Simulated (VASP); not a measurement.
Given:

```
NaF
1.0
    0.00000     2.40425     2.40425
    2.40425     0.00000     2.40425
    2.40425     2.40425     0.00000
Na F
1 1
Direct
  0.00000   0.00000   0.00000
  0.50000   0.50000   0.50000
```

Computed with RPBE GGA, VASP's PBE PAW potentials (set 64) (plane waves; VASP). Settings: 520 eV cut-off, 11×11×11 Γ-centred mesh, tetrahedra with Blöchl corrections, potentials Na_pv F.

Question: What does the run give for the energy per atom (σ→0), band gap (on the k-mesh) with the smallest direct gap where there is one?

Answer: 
- band gap (on the k-mesh) = 6.05 eV
- smallest direct gap (on the k-mesh) = 6.05 eV
- energy per atom (σ→0) = -4096 meV/atom

The absolute energy has meaning only against runs of the same code, potentials and settings.

The compound is NaF in the rock salt structure. It was relaxed first, which changed the volume by +12 %.
